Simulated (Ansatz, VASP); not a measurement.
**Ni (Ni wire along [110], 14 atoms a period) in two plane-wave programs**

One calculation is typed for both programs; each brings its own data sets. How far apart do they land? The cell is taken from a series of runs on this material, whose earlier steps may have relaxed, scaled, displaced or heated it; both programs get it as it stands.

Program: Ansatz 0.2.0. Level of theory: plane waves, with VASP 6.6.1 beside it; LDA. Results are calculated unless marked as measured.

### Step 1. The structure

The cell holds 14 atoms: 14 Ni. Cell: a = 13.840 Å, b = 14.267 Å, c = 2.425 Å, α = 90.0°, β = 90.0°, γ = 90.0°. Vacuum lies along a and b. The structure's axis is c.

### Step 2. Ansatz: single point, LDA

Ansatz runs on its default PAW (the set named soft_2) files.

A single point takes one fixed geometry, so differences don't come from the geometry; what else differs is listed under the comparison.

File input.yaml:

```yaml
crystal:
  lattice:
    - [13.84, 0.0, 0.0]
    - [0.0, 14.267, 0.0]
    - [0.0, 0.0, 2.4247375246]
  atoms:
    - { symbol: Ni, position: [0.371697373, 0.674031983, 0.0], spin: 0.73 }
    - { symbol: Ni, position: [0.372513924, 0.5, 0.0], spin: 0.74 }
    - { symbol: Ni, position: [0.628302627, 0.674031983, 0.0], spin: 0.73 }
    - { symbol: Ni, position: [0.627486076, 0.5, 0.0], spin: 0.74 }
    - { symbol: Ni, position: [0.25051259, 0.414085396, 0.5], spin: 0.75 }
    - { symbol: Ni, position: [0.25051259, 0.585914604, 0.5], spin: 0.75 }
    - { symbol: Ni, position: [0.5, 0.246526142, 0.5], spin: 0.74 }
    - { symbol: Ni, position: [0.5, 0.413587128, 0.5], spin: 0.73 }
    - { symbol: Ni, position: [0.5, 0.586412872, 0.5], spin: 0.73 }
    - { symbol: Ni, position: [0.5, 0.753473858, 0.5], spin: 0.74 }
    - { symbol: Ni, position: [0.74948741, 0.414085396, 0.5], spin: 0.75 }
    - { symbol: Ni, position: [0.74948741, 0.585914604, 0.5], spin: 0.75 }
    - { symbol: Ni, position: [0.371697373, 0.325968017, 0.0], spin: 0.73 }
    - { symbol: Ni, position: [0.628302627, 0.325968017, 0.0], spin: 0.73 }
magnetization:
  spin_polarized: true
kpoints:
  mp_grid: { grid: [1, 1, 25] }
  band_path: { path: ["Γ", Z], npoints: 50 }
scf:
  occupations: { method: fermi_dirac, width: 0.05 }
hamiltonian:
  xc: lda
```

Launch:

```bash
$ ansatz run input.yaml --threads 4 --pin off --max-ram 16384MiB --backend cpu --events-out ev --progress --plain --runs-dir out
```

Numbers of over 12 decimals in the logs are rounded to 6 here.

Output:

```text
Engine: ansatz 0.2.0, aarch64-unknown-linux-gnu
Pseudopotentials: kind: paw
Pseudopotential: Ni, paw, valence charge 18, recommended cutoff 420 eV (normal), Ni.paw.azcp
Functional definition: SPW92
  exchange = slater_x
  correlation = pw_c
Crystal: 14 atoms, lattice volume = 478.777 Å³
Basis set: ecut = 420 eV, 9277 PW (Γ)
Bands: 158, of which v1, the nominal top of the filled ones, is band 126 counted from 1 (125 counted from 0)
Symmetry: 8 space group operations
Space group: Pmmm (ITA 47), of the structure as read, at distance tolerance 7.8e-5 Å
Magnetic group: BNS 47.249 (UNI 347), of the structure as read, at distance tolerance 7.8e-5 Å
k-points: 13 of 25
Non-local potential: Ni, projectors of the file, l = 0: 3, l = 1: 2, l = 2: 3, l = 3: 1
PAW form: soft (Blöchl's): semilocal exchange-correlation on the pseudo side does not see the compensation charge
PAW frozen core: Ni, regenerated for the run's functional, and the local potential with it (the file was generated under x = pbe(κ = 0.804, μ = 0.219515), c = pbe(β = 0.066725))
PAW one-centre angular grid: Ni, 590 points (default); XC on 64 Gauss nodes
Initial density: superposition of atomic densities (neutral atoms: chi_scale 0, normalization atom)
Starting moments: Σ|m| = 10.34 μB on 14 of 14 sites
Initial wavefunctions: pseudopotential atomic-orbital guess
Functional: x = slater, c = lda
SCF iter   1: F=—  HF=-80801.276643 eV  |F-HF|=—  |Δ(HF+E_count)|=         —  Δρ=3.48e-2 (↑1.88e-2 ↓3.48e-2)  dr2=1.97e1  dr2_m=1.99e0  M=11.951 μB ∫|m|=12.521 μB  β_m=0.30  ethr=3.10e-3  ⟨swp⟩=8.4  Hψ=19427  notcnv=0  defer=225
Mixer restart at iter 1: flushing history
preconditioner: auto → LDOS  [metal: Δε(μ)=0.005 eV  Ē_g=6.800 eV  σ=0.050 eV  W_gap=0.02  n_scr=96 (ndim 8)  ℏωp=20.1 eV  f_vac=0.586  D(μ)=32.08/eV (n_scr^D=362)]
spin=Collinear: LDOS preconditioning applied to the charge; magnetization (m = ρ↑ − ρ↓) channel mixes plain (no charge-response kernel on spin).
SCF iter   2: F=—  HF=-80802.291722 eV  |F-HF|=—  |Δ(HF+E_count)|=    1.02e0  Δρ=2.28e-2 (↑2.28e-2 ↓1.01e-2)  dr2=4.57e0  dr2_m=5.28e-1  M=11.182 μB ∫|m|=11.862 μB  β_m=0.34  ethr=3.10e-3  ⟨swp⟩=2.7  Hψ=6980  notcnv=0  defer=411
SCF iter   3: F=—  HF=-80808.360316 eV  |F-HF|=—  |Δ(HF+E_count)|=    6.07e0  Δρ=9.08e-3 (↑9.08e-3 ↓6.70e-3)  dr2=7.33e-1  dr2_m=1.79e-1  M=10.970 μB ∫|m|=11.757 μB  β_m=0.44  ethr=1.81e-3  ⟨swp⟩=3.0  Hψ=6874  notcnv=0  defer=418
SCF iter   4: F=—  HF=-80813.059545 eV  |F-HF|=—  |Δ(HF+E_count)|=    4.70e0  Δρ=7.07e-3 (↑3.77e-3 ↓7.07e-3)  dr2=3.89e-1  dr2_m=2.84e-2  M=10.198 μB ∫|m|=11.145 μB  β_m=0.72  ethr=2.91e-4  ⟨swp⟩=3.0  Hψ=6545  notcnv=0  defer=418
SCF iter   5: F=—  HF=-80814.826156 eV  |F-HF|=—  |Δ(HF+E_count)|=    1.77e0  Δρ=6.78e-3 (↑2.27e-3 ↓6.78e-3)  dr2=2.15e-1  dr2_m=3.38e-2  M=9.726 μB ∫|m|=10.751 μB  β_m=0.85  ethr=1.54e-4  ⟨swp⟩=2.8  Hψ=6593  notcnv=0  defer=425
SCF iter   6: F=—  HF=-80814.945192 eV  |F-HF|=—  |Δ(HF+E_count)|=   1.19e-1  Δρ=6.46e-3 (↑2.44e-3 ↓6.46e-3)  dr2=2.19e-1  dr2_m=2.11e-2  M=9.549 μB ∫|m|=10.554 μB  β_m=0.79  ethr=8.53e-5  ⟨swp⟩=2.0  Hψ=6576  notcnv=0  defer=441
SCF iter   7: F=—  HF=-80814.917769 eV  |F-HF|=—  |Δ(HF+E_count)|=   2.74e-2  Δρ=8.60e-4 (↑8.60e-4 ↓6.79e-4)  dr2=8.03e-3  dr2_m=4.67e-4  M=9.557 μB ∫|m|=10.567 μB  β_m=0.67  ethr=8.53e-5  ⟨swp⟩=2.0  Hψ=6249  notcnv=0  defer=446
SCF iter   8: F=—  HF=-80814.917119 eV  |F-HF|=—  |Δ(HF+E_count)|=   6.50e-4  Δρ=3.79e-4 (↑2.05e-4 ↓3.79e-4)  dr2=4.74e-4  dr2_m=2.62e-4  M=9.568 μB ∫|m|=10.574 μB  β_m=0.80  ethr=3.19e-6  ⟨swp⟩=3.1  Hψ=9042  notcnv=0  defer=446
SCF iter   9: F=—  HF=-80814.917570 eV  |F-HF|=—  |Δ(HF+E_count)|=   4.50e-4  Δρ=3.01e-4 (↑1.03e-4 ↓3.01e-4)  dr2=4.82e-4  dr2_m=1.19e-4  M=9.580 μB ∫|m|=10.583 μB  β_m=0.74  ethr=1.88e-7  ⟨swp⟩=2.1  Hψ=6117  notcnv=0  defer=446
SCF iter  10: F=—  HF=-80814.917561 eV  |F-HF|=—  |Δ(HF+E_count)|=   8.89e-6  Δρ=1.90e-4 (↑6.27e-5 ↓1.90e-4)  dr2=1.80e-4  dr2_m=2.49e-5  M=9.580 μB ∫|m|=10.583 μB  β_m=0.62  ethr=1.88e-7  ⟨swp⟩=2.0  Hψ=5691  notcnv=0  defer=446
SCF iter  11: F=—  HF=-80814.917511 eV  |F-HF|=—  |Δ(HF+E_count)|=   4.95e-5  Δρ=3.50e-5 (↑1.70e-5 ↓3.50e-5)  dr2=8.73e-6  dr2_m=8.98e-7  M=9.576 μB ∫|m|=10.579 μB  β_m=0.57  ethr=7.14e-8  ⟨swp⟩=2.0  Hψ=5824  notcnv=0  defer=446
SCF iter  12: F=—  HF=-80814.917514 eV  |F-HF|=—  |Δ(HF+E_count)|=   2.75e-6  Δρ=1.24e-5 (↑1.04e-5 ↓1.24e-5)  dr2=1.57e-6  dr2_m=1.30e-7  M=9.577 μB ∫|m|=10.579 μB  β_m=0.53  ethr=3.46e-9  ⟨swp⟩=2.0  Hψ=6029  notcnv=0  defer=446
SCF iter  13: F=—  HF=-80814.917516 eV  |F-HF|=—  |Δ(HF+E_count)|=   1.76e-6  Δρ=5.47e-6 (↑5.47e-6 ↓5.31e-6)  dr2=2.05e-7  dr2_m=9.06e-8  M=9.578 μB ∫|m|=10.580 μB  β_m=0.77  ethr=6.23e-10  ⟨swp⟩=1.5  Hψ=4570  notcnv=0  defer=446
[...]
SCF iter  33: F=-80814.917517 eV  HF=-80814.917517 eV  |F-HF|=4.31e-9  |Δ(HF+E_count)|=  1.46e-11  Δρ=6.68e-7 (↑6.63e-8 ↓6.68e-7)  dr2=4.34e-9  dr2_m=3.99e-10  M=9.578 μB ∫|m|=10.580 μB  β_m=1.00  ethr=1.00e-12  ⟨swp⟩=1.1  Hψ=8440  notcnv=0  κ⁻¹=1.2e-4(r=8)
SCF iter  34: F=-80814.917517 eV  HF=-80814.917517 eV  |F-HF|=1.46e-11  |Δ(HF+E_count)|=  4.37e-11  Δρ=1.05e-7 (↑1.35e-8 ↓1.05e-7)  dr2=1.07e-10  dr2_m=9.53e-12  M=9.578 μB ∫|m|=10.580 μB  ethr=1.00e-12  ⟨swp⟩=1.1  Hψ=8470  notcnv=0
SCF 1 converged in 34 iterations: F = -80814.917517 eV  dr2 = 1.07e-10
  greatest PAW one-centre occupation: 1.002 electrons in one spin orbital (limit 2), on the Ni atom at site 11 (counted from 0), in its partial waves of l = 1
NSCF: frozen V_eff on 51 k-points
SCF converged after 34 iterations
an eigenvalue changed by more than its tolerance at an iteration that met the thresholds in force, so the SCF went on 16 times, its first undamped step at iteration 18: the last check found none over its tolerance
Magnetization: 9.5781 μB (130.7891 up, 121.2109 down)
Absolute magnetization: 10.5889 μB (∫|ρ↑−ρ↓|, with the PAW one-centre terms)
Spin contamination: 0.1058 ħ² per cell (⟨S²⟩ above its minimum at these occupations)
Per-site moments (μB) at R_I (Å): [(0.699044, 0.998839), (0.711977, 0.995426), (0.699044, 0.998839), (0.711977, 0.995426), (0.730473, 0.995426), (0.730473, 0.995426), (0.711814, 0.983177), (0.710072, 0.983177), (0.710072, 0.983177), (0.711814, 0.983177), (0.730473, 0.995426), (0.730473, 0.995426), (0.699044, 0.998839), (0.699044, 0.998839)]
Free energy (F): -80814.917517 eV
Harris-Foulkes:  -80814.917517 eV  (|F-HF|=1.46e-11)
Internal energy: -80814.668310 eV  (E = F + TS)
E sigma→0 (E₀):  -80814.792914 eV
Entropy (-TS):   -0.249206 eV (-17.800 meV/atom)
Fermi energy:    2.245771 eV
--- Per-component energies (eV) ---
  E_band       = -7878.008895
  E_kinetic    = 3956.378468
  E_local      = -255509.730027  (includes V_loc(G=0)·N_el)
  E_nonlocal   = 8974.198326
  E_hartree    = 121807.007191
  E_xc         = -1166.767112
  E_vxc        = -1510.139755  (∫ρ·V_xc dr)
  E_paw        = -21908.320935  (= ΣΔE_a)
  E_vpaw       = -7402.738531  (= ΣTr[D̂ρ^β])
  E_aug_tail   = 0.006515  (compensation charges beyond the density's cutoff)
  E_ewald      = 63026.481578
  E_core_change = 6.077686  (= ΣΔE_core)
  E_smearing   = -0.249206  (= −TS)
  E_closure    = 0.000000  (closes the sum)
  Σ components = -80814.917517   (vs F -80814.917517, Δ=0.00e0)
--- Band table (eV; the first three rows and the last of 26) ---
  k-point 0 ↑: bands = [... 122 lower, 1.5087, 1.5193, 1.5351, 1.6733, 1.6743, 1.6885, 1.7085, 1.7086, ... 28 higher]
  k-point 1 ↑: bands = [... 122 lower, 1.4853, 1.5421, 1.5586, 1.5935, 1.6534, 1.6700, 1.6890, 1.7017, ... 28 higher]
  k-point 2 ↑: bands = [... 122 lower, 1.4936, 1.5640, 1.5731, 1.5980, 1.6128, 1.6390, 1.6431, 1.6592, ... 28 higher]
  k-point 12 ↓: bands = [... 122 lower, 2.5787, 2.6473, 2.6566, 2.7012, 3.5332, 3.7235, 3.9353, 4.2954, ... 28 higher]
```

The column dr2 measures how far the density is from self-consistency, as an energy; F and HF (Harris–Foulkes) agree once it is small.

[end of part 1 of 2]

[Lines on the potential files, build, host, timing and source positions are cut from VASP's logs without a mark.]

[Logs are printed without paths, hosts, clocks, repeated set-up lines and the standing remarks that a program may print on its own settings, such as how far it seeks lower states.]

[Hosts, paths, dates, database ids (printed as entryN), source tags and the programs' standing remarks are cut or masked in the printed files.]
